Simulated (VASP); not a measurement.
These are PBE GGA, VASP's PBE PAW potentials (set 64) (plane waves; VASP) values and carry that method's errors.

Input for VASP

File POSCAR:
```
Dy
1
    1.7893940000    -3.1207340000     0.0000000000
    1.7893940000     3.1207340000     0.0000000000
    0.0000000000     0.0000000000     5.5930390000
Dy
2
Direct
  0.3333330000   0.6666670000   0.2500000000
  0.6940780000   0.3607440000   0.7500000000
```

KPOINTS:
```
Automatic mesh
0
Gamma
11 11 6
0 0 0
```

INCAR:
```
SYSTEM = Dy
PREC = Accurate; ENCUT = 400; LREAL = .FALSE.
LASPH = .TRUE.
EDIFF = 1E-3; NELM = 100; ALGO = Normal
LMAXMIX = 6
ISMEAR = 1; SIGMA = 0.1
GGA = PE
ISIF = 2
LWAVE = .FALSE.; LCHARG = .FALSE.
```

POTCAR, in this order: Dy_3 (PBE.64 set). Program: vasp_std.

The 4f electrons are frozen in the core of the lanthanide potential, so 4f levels, which can set the real gap, and their magnetism are missing.

**Question.** Estimate the energy per atom (σ→0), pressure, largest force, band gap (on the k-mesh).

**Answer.** 
The energy per atom (σ→0) is -4532 meV/atom. The band gap (on the k-mesh) is none (metal, semimetal or under 0.01 eV). The pressure comes out as 1.21 GPa. The largest force comes out as 0.130 eV/Å.

**OSZICAR**
```
...
DAV:   2    -0.617924956737E+01   -0.48605E+02   -0.47522E+02  6514   0.274E+02
DAV:   3    -0.895346799294E+01   -0.27742E+01   -0.25645E+01  9018   0.363E+01
DAV:   4    -0.904930697170E+01   -0.95839E-01   -0.94322E-01  8135   0.740E+00
DAV:   5    -0.905327830920E+01   -0.39713E-02   -0.39580E-02  9427   0.101E+00    0.242E+01
DAV:   6    -0.905527760452E+01   -0.19993E-02   -0.22932E-02  9632   0.141E+00    0.145E+01
DAV:   7    -0.906405012118E+01   -0.87725E-02   -0.42507E-02  9483   0.195E+00    0.243E-01
DAV:   8    -0.906373072542E+01    0.31940E-03   -0.23132E-03  5804   0.408E-01
   1 F= -.90637307E+01 E0= -.90643157E+01  d E =0.175486E-02
```

The compound is Dy in the hcp structure. The cell was not relaxed at this level, atoms are displaced from their ideal sites. The run is one of a series of settings (EDIFF = 1E-3 against the base run), some of them coarse on purpose.
